Plane-wave DFT calculations with VASP 6.6.1 for fcc aluminium at fixed volumes, using the PBE functional, the recommended PAW potential and no spin polarisation. The one-atom primitive cell has a 10 × 10 × 10 k mesh, a 520 eV plane-wave cutoff and Gaussian smearing of 0.1 eV. Pressure is positive in compression.

| volume (Å³/atom) | shortest distance (Å) | pressure (GPa) |
| --- | --- | --- |
| 14.973 | 2.767 | 8.730 |
| 15.467 | 2.797 | 5.230 |
| 15.960 | 2.826 | 2.360 |
| 16.454 | 2.855 | 0.020 |
| 16.603 | 2.864 | -0.600 |
| 16.948 | 2.883 | -1.890 |
| 17.441 | 2.911 | -3.490 |
| 17.935 | 2.938 | -4.900 |

The table follows one aluminium crystal from its most compressed cell to its most stretched. Volume is given per atom, and the shortest distance separates neighbouring atoms. The shape of the lattice never changes.

### 1. From 14.973 to 16.454 Å³: what does the pressure measure?

It measures how much energy the crystal would release by growing. If $E$ is the energy per atom and $V$ the volume per atom, then $P=-dE/dV$. A positive pressure means that the cell has to be held in from outside.

The energies of the same calculations confirm this reading. Their slope between the first two rows gives 6.92 GPa, and the mean of the two listed pressures is 6.98 GPa. A small gap is natural, because the curve bends within the interval.

### 2. Between 16.454 and 16.603 Å³: why does the pressure vanish here?

The sign changes between these rows, and interpolation places zero pressure at 16.46 Å³. This corresponds to a cubic edge of 4.04 Å. The calculation leaves out the motion of the atoms, which would make the real crystal slightly larger, more so when warm.

The resting volume is a balance. Conduction electrons confined to a smaller space must move faster, and their kinetic energy pushes outward. Repulsion from the ion cores adds to this push. The electrostatic attraction between electrons and ions pulls inward. At 16.46 Å³ push and pull cancel.

### 3. Down to 17.935 Å³: why is stretching easier than squeezing?

The negative values mean tension: the crystal has to be pulled to stay this large. The top and bottom rows lie 9 % below and above the volume of the 16.454 row, yet squeezing takes 8.73 GPa and stretching only 4.90 GPa.

The reason is that the outward push depends more steeply on volume than the inward pull. On compression the push runs ahead of the pull, and ever faster. On expansion both fade, and the net tension builds up more slowly.

The bulk modulus, the pressure change per fractional change of volume, shows the same thing. It falls at every step, from 108 GPa in the first interval to 50 GPa in the last. A single stiffness for aluminium therefore serves only for small changes of volume.

### 4. Back to the top row: can its pressure be estimated by hand?

For free electrons the kinetic energy scales as $V^{-2/3}$, and electrostatic energy scales as $V^{-1/3}$. Differentiating both, and requiring them to cancel at the resting volume $V_0$, gives

$$P=P_k\left[\left(\frac{V_0}{V}\right)^{5/3}-\left(\frac{V_0}{V}\right)^{4/3}\right],\qquad P_k=\tfrac25\,nE_F .$$

Here $P_k$ is the kinetic pressure at $V_0$, $n$ the number of conduction electrons per volume and $E_F$ their highest kinetic energy. Aluminium supplies three electrons per atom. The factor in front of the bracket in $E_F$ is $\hbar^2/2m$ in eV Å², with $m$ the electron mass, so

$$n=\frac{3}{16.46}=0.1823\ \text{Å}^{-3},\qquad E_F=3.81\,(3\pi^2n)^{2/3}=11.72\ \text{eV},$$

$$P_k=0.4\times0.1823\times11.72=0.855\ \text{eV/Å}^3\approx137\ \text{GPa}.$$

In the first row $V_0/V=16.46/14.973=1.099$. The bracket is then 0.036, and the estimate is about 5 GPa.

The calculated pressure is 8.73 GPa, so the estimate reaches 57 % of it. This row played no part in setting the model, whose only input from the table is the volume of zero pressure. At the largest volume the model reaches 70 %. It has the right sign and order of size, but it is too soft throughout.

### 5. Why does so reasonable a picture miss so much?

The electrons are indeed nearly free. Their occupied band is 11.91 eV wide at the smallest volume, where free electrons would give 12.49 eV, and at the largest volume the agreement is closer still.

The pressure is a harsher test, because it is a small remainder of two large opposing terms. In the estimate above, a push and a pull of well over 100 GPa each leave only 5 GPa. A modest error in how either term changes with volume therefore becomes a large error in the result.

The model leaves out the repulsion that conduction electrons feel inside the ion cores. It also ignores how they rearrange in the field of the lattice. The energy of the core repulsion is expected to vary roughly as $1/V$, more steeply than either term in the model, so leaving it out should make the crystal too soft. Whether the rearrangement adds to the stiffness or takes from it can't be read from the table.

### 6. What would change if the metal were sodium?

Sodium gives one conduction electron per atom instead of three, and its atoms take up more room. Its electron gas is much thinner. Since $P_k$ grows as $n^{5/3}$, both push and pull are far weaker, and sodium is known to be a much softer metal. Its curve would also be steeper on the compressed side, but on a much smaller scale of pressure.

### 7. Which digits would a denser k mesh change?

The k mesh is the grid of electron wave vectors over which the energy is summed. A metal needs a dense one, because levels switch from filled to empty at the Fermi energy.

There is a sign that this mesh is coarse. The energy correction for the artificial smearing of the occupations depends on how many levels lie near the Fermi energy. For free electrons it would rise gently with volume. Here it grows to about two and a half times its smallest value, then falls again in the last two rows. Single levels crossing the Fermi energy are the probable cause, though no denser mesh is at hand to prove it.

The elastic constants computed for the 16.454 row are a second sign. They would make the lattice unstable against even the slightest shear, whereas real aluminium springs back from a small one. A coarse mesh is again the likely cause.

The smearing correction changes by about 0.5 meV between neighbouring compressed rows. Spread over the volume step, that amounts to about 0.2 GPa. The first decimal of a pressure is therefore already in doubt, and so is the sign of the 0.02 GPa entry. This is a hint at the size of the error, not an upper limit, but the larger pressures and the overall bend should survive. The bulk modulus at zero pressure is fairly settled for this mesh. Two standard curves fitted to all eight rows, named after Murnaghan and Birch, give 71 and 72 GPa, although the Birch curve misses the first row by 0.25 GPa. The combination of elastic constants that describes uniform squeezing gives 74 GPa. It is expected to suffer less from a coarse mesh than the response to shear, because squeezing keeps equivalent levels equal, while shear splits them and moves electrons from one to another.

How fast the modulus rises with pressure is much less certain. It gains about 5.4 GPa per GPa on the compressed side but only 4.1 on the stretched side, whereas the Murnaghan curve has the same gain everywhere and the Birch curve has the larger gain on the stretched side. The computed modulus can be quoted as roughly 70 GPa, but its pressure dependence should not be relied on without a denser mesh. The printed output below gives both fits and the simple balance row by row.

Printed output of the fit:

```
fit of pressure on 8 rows: coefficient of comp**(7/3) 108.8 +/- 1.7, coefficient of comp**(5/3) -108.7 +/- 1.7; rms 0.158, worst 14.973 -0.249, leave-one-out rms 0.259
fit of pressure on 8 rows: coefficient of comp**s 13.3 +/- 0.026, constant -13.29 +/- 0.029, s 5.325; rms 0.0187, worst 17.441 -0.0329, leave-one-out rms 0.0391
Curve and models, interval values stand on the later row:
     row  volume change %  interval modulus GPa  mean pressure GPa  pressure from energy GPa  two-term balance GPa  smearing correction meV
  14.973           -9.001                   n/a                n/a                       n/a                 4.977                    1.138
  15.467           -5.999                 107.8               6.98                     6.919                 3.114                    1.607
   15.96           -3.002                 91.47              3.795                     3.759                 1.471                    2.118
  16.454                0                 76.76               1.19                     1.154               0.01334                    2.563
  16.603           0.9056                 68.78              -0.29                    -0.286                -0.393                    2.667
  16.948            3.002                 62.72             -1.245                    -1.253                -1.279                    2.791
  17.441            5.999                  55.8              -2.69                    -2.711                -2.425                     2.63
  17.935            9.001                 50.48             -4.195                    -4.197                -3.447                    2.231
Volume at zero pressure by interpolation (Å³/atom): 16.46
Cubic edge at zero pressure (Å): 4.038
Pressure at smallest volume over tension at largest: 1.782
Largest gap of mean pressure and energy slope (GPa): 0.06113
First interval modulus over last: 2.136
Bulk modulus at zero pressure by Birch curve (GPa): 72.18
Bulk modulus at zero pressure by Murnaghan curve (GPa): 70.78
Rise of modulus per GPa of pressure, compressed half: 5.365
Rise of modulus per GPa of pressure, stretched half: 4.149
Bulk modulus of two-term balance (GPa): 45.64
Balance over computed pressure at smallest volume: 0.5701
Balance over computed pressure at largest volume: 0.7034
Occupied band width at smallest volume (eV), computed: 11.91
Occupied band width at smallest volume (eV), free electrons: 12.49
Occupied band width at largest volume (eV), computed: 10.72
Occupied band width at largest volume (eV), free electrons: 11.07
Power of 1/volume in the computed band width: 0.5842
Largest over smallest smearing correction: 2.453
Bulk modulus from elastic constants (GPa): 73.77
```
